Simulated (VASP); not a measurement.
Level of theory: PBEsol GGA, VASP's PBE PAW potentials (set 64) (plane waves; VASP).

VASP input:

KPOINTS:
```
Automatic mesh
0
Gamma
14 14 14
0 0 0
```

POSCAR:
```
MoSi2
1.0
 -1.5513547262   1.5513547262   3.8298991305
  1.5513547262  -1.5513547262   3.8298991305
  1.5513547262   1.5513547262  -3.8298991305
Si Mo
2 1
direct
  0.6660273750   0.6660273750   1.0000000000
  0.3339726250   0.3339726250   1.0000000000
  0.0000000000   0.0000000000   0.0000000000
```

### INCAR
```
SYSTEM = MoSi2
PREC = Accurate; ENCUT = 500; LREAL = F
LASPH = T
EDIFF = 1E-6; NELM = 100; ALGO = Normal
LMAXMIX = 4
ISMEAR = 1; SIGMA = 0.1
GGA = PS
IBRION = 2; NSW = 40; ISIF = 3
EDIFFG = -0.02; PSTRESS = 200
LWAVE = F; LCHARG = F
```

POTCAR, in this order: Si Mo_sv (PBE.64 set). Program: vasp_std.

Question: Estimate the energy per atom (σ→0), volume per atom, band gap (on the k-mesh).

Answer: 
The energy per atom (σ→0) comes out as -8.302 eV/atom and the band gap (on the k-mesh) comes out as none (metal, semimetal or under 0.01 eV). The volume per atom comes out as 12.30 Å³/atom.

File OSZICAR:
```
...
   2 F= -.20299066E+02 E0= -.20299050E+02  d E =0.208546E-04
       N       E                     dE             d eps       ncg     rms          rms(c)
DAV:   1    -0.249074095313E+02    0.50553E-02   -0.16818E-02  7859   0.137E+00    0.274E-01
DAV:   2    -0.249069507638E+02    0.45877E-03   -0.22600E-03  8412   0.411E-01    0.540E-02
DAV:   3    -0.249068844439E+02    0.66320E-04   -0.18723E-04  8699   0.941E-02    0.268E-02
DAV:   4    -0.249068693192E+02    0.15125E-04   -0.49071E-05  9105   0.642E-02    0.197E-02
DAV:   5    -0.249068700487E+02   -0.72952E-06   -0.22872E-06  7445   0.125E-02
   3 F= -.20299178E+02 E0= -.20299165E+02  d E =-.914643E-04
```

The compound is MoSi2 in the MoSi2 type structure. This run relaxes it under an external pressure of 20 GPa. Symmetry was kept, so distortions that lower it aren't found.
